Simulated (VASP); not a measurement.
**C (space group Fd-3m): computed properties**

Computed with LDA (Ceperley-Alder, Perdew-Zunger), VASP's LDA PAW potentials (set 64) (plane waves; VASP).

```
Quantity                                                                        Result
---------------------------------------------  ---------------------------------------
space group                                                                Fd-3m (227)
cell                                           a = b = c = 3.536 Å, α = β = γ = 90.00°
volume per atom                                                           5.53 Å³/atom
band gap (over mesh and band path)                                             4.16 eV
smallest direct gap (over mesh and band path)                                  5.62 eV
density                                                                     3.61 g/cm³
mean ε∞ (DFPT)                                                                    5.77
mean ε∞ (independent particles)                                                   5.94
mean static ε                                                                     5.77
optical Γ-point spectrum                                                1321 (×3) cm⁻¹
```

```
C
1.0
    0.00000     1.76790     1.76790
    1.76790     0.00000     1.76790
    1.76790     1.76790     0.00000
C
2
Direct
  0.50000   0.50000   0.50000
  0.75000   0.75000   0.75000
```

The structure comes from a computed database's C entry (Fd-3m); how it stands against other phases isn't given here. It was relaxed first. Symmetry was kept, so distortions that lower it aren't found.
